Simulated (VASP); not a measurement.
The system is SiO2.

```
Si O
1.0
     5.07464    0.00000    0.00000
     0.00000    5.07464    0.00000
     0.00000    0.00000    7.08526
Si O
4 8
Direct
  0.70486 0.70486 0.50000
  0.79514 0.20486 0.75000
  0.20486 0.79514 0.25000
  0.29514 0.29514 0.00000
  0.90444 0.75918 0.32494
  0.09556 0.24082 0.82494
  0.75918 0.90444 0.67506
  0.25918 0.59556 0.07494
  0.24082 0.09556 0.17506
  0.40444 0.74082 0.42506
  0.59556 0.25918 0.92506
  0.74082 0.40444 0.57494
```

The cell is a database's computed one.

Base run:

* Program: VASP 6.6.1
* Functional: r2SCAN
* Potentials or basis: VASP PAW PBE potentials, release 64 (Si, O)
* Cutoff: 450 eV
* k mesh: 8 × 8 × 6
* Occupations: gaussian, width 0.02 eV
* Spin: no spin polarisation

Its results: band gap on the k mesh 6.15 eV, direct; largest force 0.245 eV/Å.

Q: The run is repeated on the same cell with these changes: functional from r2SCAN to LDA; potentials or basis from VASP PAW PBE potentials, release 64 (Si, O) to VASP PAW LDA potentials, release 64 (Si, O). What comes out?

A: Band gap on the k mesh 5.31 eV, direct; largest force 0.300 eV/Å.

Caveats: the PAW data sets were made with another functional, which shifts forces and pressure a little (some runs).
